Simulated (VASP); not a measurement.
Computed with PBE GGA, VASP's PBE PAW potentials (set 64) (plane waves; VASP).

A VASP calculation is set up with these files.

**KPOINTS**
```
Automatic mesh
0
Gamma
 6 6 4
0 0 0
```

**INCAR**
```
SYSTEM = WSi
PREC = Accurate
ENCUT = 400
EDIFF = 1E-6
NELM = 100
ALGO = Normal
LREAL = .FALSE.
LASPH = .TRUE.
ISMEAR = 0
SIGMA = 0.05
GGA = PE
LMAXMIX = 6
LWAVE = .FALSE.
LCHARG = .FALSE.
IBRION = 2
ISIF = 3
NSW = 60
EDIFFG = -0.02
```

POSCAR:
```
WSi
1.0
  4.2422790674   0.0000000000   0.0000000000
 -2.1211395337   3.6739213024   0.0000000000
  0.0000000000   0.0000000000   4.8702372093
W Si
2 2
Direct
  0.3333330000   0.6666670000   0.9375245912
  0.6666670000   0.3333330000   0.4375245912
  0.3333330000   0.6666670000   0.4374754088
  0.6666670000   0.3333330000   0.9374754088
```

POTCAR, in this order: W_sv Si (PBE.64 set). Program: vasp_std.

Unless said otherwise, spin-orbit coupling is left out, though it shifts the bands of the heavy elements here.

Task: Predict the energy per atom (σ→0), volume per atom, band gap (on the k-mesh).

Result: 
energy per atom (σ→0): -8550 meV/atom
band gap (on the k-mesh): none (metal, semimetal or under 0.01 eV)
volume per atom: 19.03 Å^3/atom

OSZICAR:
```
...
DAV:   2    -0.342028632996E+02    0.63534E-02   -0.27308E-02   944   0.126E+00    0.135E-01
DAV:   3    -0.342025811083E+02    0.28219E-03   -0.11194E-03  1144   0.244E-01    0.115E-01
DAV:   4    -0.342024971275E+02    0.83981E-04   -0.76075E-04   960   0.146E-01    0.300E-02
DAV:   5    -0.342024856017E+02    0.11526E-04   -0.26092E-05  1062   0.299E-02    0.258E-02
DAV:   6    -0.342024804248E+02    0.51769E-05   -0.33837E-05  1032   0.303E-02    0.179E-02
DAV:   7    -0.342024818659E+02   -0.14412E-05   -0.39579E-06   846   0.898E-03    0.674E-03
DAV:   8    -0.342024815838E+02    0.28216E-06   -0.21516E-07   468   0.337E-03
   3 F= -.34202482E+02 E0= -.34200067E+02  d E =-.246998E-03
```

The structure was generated: WSi was put into the wurtzite type (P6_3mc), which need not be its known phase. This run relaxes it. It ends in space group P6_3/mmc. Symmetry was kept, so distortions that lower it aren't found. The k-mesh is coarse (spacing up to 0.32 per Å, 2π included), so the numbers may not be converged in it. The start is the result of an earlier pass.
